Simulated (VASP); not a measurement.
Here is the system:

```
CELL_PARAMETERS angstrom
      0.00000     2.78743     2.78743
      2.78743     0.00000     2.78743
      2.78743     2.78743     0.00000
ATOMIC_POSITIONS crystal
  Yb 0.50000 0.50000 0.50000
  S  0.00000 0.00000 0.00000
```

The numbers are results of SCAN meta-GGA, VASP's PBE PAW potentials (set 64) (plane waves; VASP), not measurements. Settings: 400 eV cut-off, 10×10×10 Γ-centred mesh, Gaussian smearing of 0.010 eV, potentials Yb_2 S.

The 4f electrons are frozen in the core of the lanthanide potential, so 4f levels, which can set the real gap, and their magnetism are missing.

Task: The job: YbS (space group Fm-3m), 2 atoms, SCAN, optics run with many empty bands, 400 eV, 10×10×10 Γ-centred mesh. Roughly how much core time does it take on a busy server core?

Result: About 7 core-minutes (one run on a shared machine, a rough figure). It had 47 irreducible k-points, 33 bands, up to 801 plane waves and 28 electronic steps.

The structure comes from a measured YbS entry (Fm-3m) of the Crystallography Open Database, whose conditions weren't checked. It was relaxed first, which changed the volume by -5 %.
